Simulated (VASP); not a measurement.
Given:

```yaml
crystal:
  lattice:
    - [0.00000, 1.78582, 1.78582]
    - [1.78582, 0.00000, 1.78582]
    - [1.78582, 1.78582, 0.00000]
  atoms:
    - { symbol: C, position: [0.00000, 0.00000, 0.00000] }
    - { symbol: C, position: [0.25000, 0.25000, 0.25000] }
```

Level of theory: TPSS meta-GGA, VASP's PBE PAW potentials (set 64) (plane waves; VASP). Run with 520 eV cut-off, 14×14×14 Γ-centred mesh, tetrahedra with Blöchl corrections, potentials C.

### Question
Give the energies of bands 2 to 7 at the high-symmetry points, in eV from the valence-band maximum.

### Answer

```tsv
band	Γ	X	U	L	W
2	0.00	-13.01	-11.96	-13.55	-12.23
3	0.00	-6.34	-9.40	-2.82	-8.40
4	0.00	-6.34	-5.40	-2.82	-8.40
5	5.81	4.77	5.71	8.71	10.74
6	5.81	4.77	10.89	8.71	10.74
7	5.81	17.21	14.72	8.87	12.57
```

The gap is indirect, 4.16 eV, from the valence maximum at Γ to the conduction minimum at (0.36, 0.36, 0.00).

The compound is C in the diamond structure. It was relaxed first.
